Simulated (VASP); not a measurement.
VASP ran on this input.

### KPOINTS
```
Automatic mesh
0
Gamma
7 7 7
0 0 0
```

**POSCAR**
```
InAs
1
    0.0000000000     3.0550188498     3.0550188498
    3.0550188498     0.0000000000     3.0550188498
    3.0550188498     3.0550188498     0.0000000000
In As
1 1
Direct
  0.0000000000   0.0000000000   0.0000000000
  0.7500000000   0.7500000000   0.7500000000
```

**INCAR**
```
ALGO = Normal
EDIFF = 1E-6
EDIFFG = -0.01
ENCUT = 480
IBRION = 2
ISIF = 3
ISMEAR = 0
LASPH = .TRUE.
LCHARG = .FALSE.
LMAXMIX = 4
LMIXTAU = .TRUE.
LREAL = .FALSE.
LWAVE = .FALSE.
METAGGA = R2SCAN
NELM = 100
NSW = 60
PREC = Accurate
SIGMA = 0.05
SYSTEM = InAs
```

POTCAR, in this order: In_d As (PBE.64 set). Program: vasp_std.

**Question.** Translate this r2SCAN calculation to Ansatz.

**Answer.** One equivalent input (not run):
Ansatz 0.2 input:
```yaml
crystal:
  lattice:
    - [0.0000000, 3.0550188, 3.0550188]
    - [3.0550188, 0.0000000, 3.0550188]
    - [3.0550188, 3.0550188, 0.0000000]
  atoms:
    - { symbol: In, position: [0.0000000, 0.0000000, 0.0000000] }
    - { symbol: As, position: [0.7500000, 0.7500000, 0.7500000] }
kpoints:
  mp_grid: { grid: [7, 7, 7] }
hamiltonian:
  xc: r2scan
  pseudopotentials: { kind: paw }
scf:
  occupations: { method: gaussian, width: 0.05 }
  max_iter: 100
relax:
  max_steps: 60
  f_tol: 0.01
  cell: {}
output: { forces: true, stress: true, eigenvalues: true }
```
Limits of the translation: each code has its own PAW files, so the cut-off isn't converted (ENCUT is set for VASP's; basis.ecutwfc is left out, and Ansatz then takes the one that its files recommend); Ansatz stops its SCF on the density residual and VASP on the energy change (EDIFF).

The compound is InAs in the zinc blende structure. It was relaxed first. The start is the result of an earlier pass.
